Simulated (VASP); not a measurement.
**HPbNO4 under changes of volume**

One of the cells (14.340 Å³/atom); the others are scaled copies at fixed shape and fractional positions:

```xyz
7
Lattice="3.8826 0.0018 -0.0368 0.1747 4.3631 -0.0166 0.7631 0.8443 5.9155" Properties=species:S:1:pos:R:3 pbc="T T T"
H     2.6961    4.0762    1.1364
Pb    3.2857    2.7234    5.3925
N     3.1986    1.4628    2.9309
O     1.3339    2.7078    4.5864
O     2.9928    4.6561    2.9093
O     2.3818    4.0730    0.1916
O     3.3469    2.1146    1.8543
```

The cell was built by a generator and needn't be a form met in nature.

* Program: VASP 6.6.1
* Functional: PBE
* Potentials or basis: VASP PAW PBE potentials, release 64 (H, Pb_d, N, O)
* Cutoff: 520 eV
* k mesh: 7 × 6 × 5
* Occupations: fermi-dirac, width 0.05 eV
* Spin: no spin polarisation

```tsv
volume (Å³/atom)	energy over the lowest point (meV/atom)	pressure (GPa)	gap on the mesh (eV)	largest force (eV/Å)
13.215	21.60	7.5	0.45	2.800
13.496	?	?	?	?
13.778	3.19	2.7	0.39	1.293
14.340	0.00	-1.2	0.34	0.173
14.621	3.13	-2.8	0.32	0.566
14.902	8.96	-4.3	0.30	1.096
```

Question: What does the run at 13.496 Å³/atom give?

Answer: Energy over the lowest point 10.27 meV/atom; pressure 4.9 GPa; gap on the mesh 0.41 eV; largest force 2.017 eV/Å.

Worked out: A Birch-Murnaghan fit of order 3 (a polynomial in V^(-2/3)) to the other rows has its minimum at 14.19 Å³/atom with B0 = V·E''(V) = 92 GPa and B' = 4.6 at fixed shape and positions, which overstates the stiffness. It gives 10.29 meV/atom at 13.496 Å³/atom, against the run's 10.27, and -dE/dV = 5.2 GPa, against 4.9. A straight line through the other rows of the gap, of slope -1.25 eV per unit of ln V, gives 0.42 eV, against the run's 0.41.

Energies are extrapolated to zero smearing.

Caveats: the standard files for N, O and F lose accuracy on very short bonds; spin-orbit coupling is left out, which as a rule narrows the gap of such compounds by several tenths of an eV; an odd mesh through Γ misses points on the zone boundary, where band edges often lie; forces of over 1 eV/Å show positions far from the minimum, so gaps and moduli don't describe the material at rest (some runs).
